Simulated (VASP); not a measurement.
OSZICAR of a VASP run on AuZn (CsCl type):

File OSZICAR:
```
       N       E                     dE             d eps       ncg     rms          rms(c)
DAV:   1     0.221752395067E+03    0.22175E+03   -0.14132E+04  2552   0.247E+03
DAV:   2     0.557640227595E+02   -0.16599E+03   -0.16146E+03  2807   0.493E+02
DAV:   3     0.455651663149E+02   -0.10199E+02   -0.10069E+02  3228   0.134E+02
DAV:   4     0.454412411494E+02   -0.12393E+00   -0.12390E+00  3171   0.160E+01
DAV:   5     0.454386526548E+02   -0.25885E-02   -0.25885E-02  3774   0.201E+00    0.101E+01
DAV:   6     0.417079450731E+02   -0.37307E+01   -0.21429E+01  2520   0.697E+01    0.415E+00
DAV:   7     0.421014436711E+02    0.39350E+00   -0.35296E+00  3192   0.348E+01    0.441E+00
DAV:   8     0.416872210171E+02   -0.41422E+00   -0.34366E-01  2688   0.784E+00    0.211E+00
DAV:   9     0.415805065834E+02   -0.10671E+00   -0.23585E-01  3185   0.833E+00    0.446E-01
DAV:  10     0.415764153628E+02   -0.40912E-02   -0.17245E-02  2723   0.188E+00    0.151E-01
DAV:  11     0.415762807222E+02   -0.13464E-03   -0.32484E-03  2681   0.144E+00    0.784E-02
DAV:  12     0.415751832715E+02   -0.10975E-02   -0.77767E-04  2807   0.341E-01    0.231E-02
DAV:  13     0.415751065237E+02   -0.76748E-04   -0.63546E-05  2989   0.195E-01    0.105E-02
DAV:  14     0.415749906579E+02   -0.11587E-03   -0.57033E-05  2611   0.111E-01    0.261E-03
DAV:  15     0.415749876095E+02   -0.30484E-05   -0.15360E-06  2646   0.159E-02    0.193E-03
DAV:  16     0.415749876296E+02    0.20069E-07   -0.18845E-07  2343   0.920E-03
   1 F= 0.41574988E+02 E0= 0.41575097E+02  d E =-.329164E-03
```

Problem. Which electronic solver shows in the log?

Solution. It is blocked Davidson (ALGO = Normal, or the opening steps of other solvers). The INCAR had ALGO = Normal.

Problem. Can the final energy be trusted as converged?

Solution. The run converged. It stopped with EDIFF = 1E-7, NELM = 100 (revTPSS meta-GGA, plane waves, VASP's PBE PAW potentials (set 64)).

The compound is AuZn in the CsCl type structure. This cell is one point of a volume scan, at 1.06 of the reference volume. The electron count is odd and the run is not spin-polarised, which forces a metal.
